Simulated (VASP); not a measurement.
Consider the following.

```
PtTe2
1.0
    2.02129    -3.50098     0.00000
    2.02129     3.50098     0.00000
    0.00000     0.00000     5.14406
Te Pt
2 1
Direct
  0.33333   0.66667   0.26193
  0.66667   0.33333   0.73807
  0.00000   0.00000   0.00000
```

Calculation: PBEsol GGA with spin-orbit coupling, VASP's PBE PAW potentials (set 64) (plane waves; VASP 6.6.1). Numerical set-up: 400 eV cut-off, 9×9×7 Γ-centred mesh, Gaussian smearing of 0.050 eV, potentials Te Pt.

Question: Give the energies of bands 15 to 28 at the high-symmetry points, in eV from the Fermi level.

Answer: 
```json
[
 {"band": "15", "Γ": "-2.51", "M": "-3.49", "K": "-3.65", "A": "-2.53", "L": "-3.30", "H": "-4.17"},
 {"band": "16", "Γ": "-2.51", "M": "-3.49", "K": "-3.65", "A": "-2.53", "L": "-3.30", "H": "-4.17"},
 {"band": "17", "Γ": "-1.06", "M": "-3.22", "K": "-2.01", "A": "-1.43", "L": "-2.87", "H": "-3.33"},
 {"band": "18", "Γ": "-1.06", "M": "-3.22", "K": "-2.01", "A": "-1.43", "L": "-2.87", "H": "-3.33"},
 {"band": "19", "Γ": "-0.09", "M": "-3.16", "K": "-1.90", "A": "-1.34", "L": "-2.48", "H": "-2.62"},
 {"band": "20", "Γ": "-0.09", "M": "-3.16", "K": "-1.90", "A": "-1.34", "L": "-2.48", "H": "-2.62"},
 {"band": "21", "Γ": "0.87", "M": "-2.70", "K": "-1.73", "A": "-0.88", "L": "-0.65", "H": "-2.45"},
 {"band": "22", "Γ": "0.87", "M": "-2.70", "K": "-1.73", "A": "-0.88", "L": "-0.65", "H": "-2.45"},
 {"band": "23", "Γ": "0.98", "M": "0.15", "K": "-0.19", "A": "2.13", "L": "0.36", "H": "2.44"},
 {"band": "24", "Γ": "0.98", "M": "0.15", "K": "-0.19", "A": "2.13", "L": "0.36", "H": "2.44"},
 {"band": "25", "Γ": "1.70", "M": "2.61", "K": "-0.12", "A": "2.37", "L": "1.37", "H": "2.71"},
 {"band": "26", "Γ": "1.70", "M": "2.61", "K": "-0.12", "A": "2.37", "L": "1.37", "H": "2.71"},
 {"band": "27", "Γ": "2.50", "M": "3.85", "K": "2.58", "A": "3.87", "L": "4.28", "H": "5.80"},
 {"band": "28", "Γ": "2.50", "M": "3.85", "K": "2.58", "A": "3.87", "L": "4.28", "H": "5.80"}
]
```

It has no gap at this level: it comes out as a metal or semimetal.

The compound is PtTe2 in the 1T layered structure. It was relaxed first.
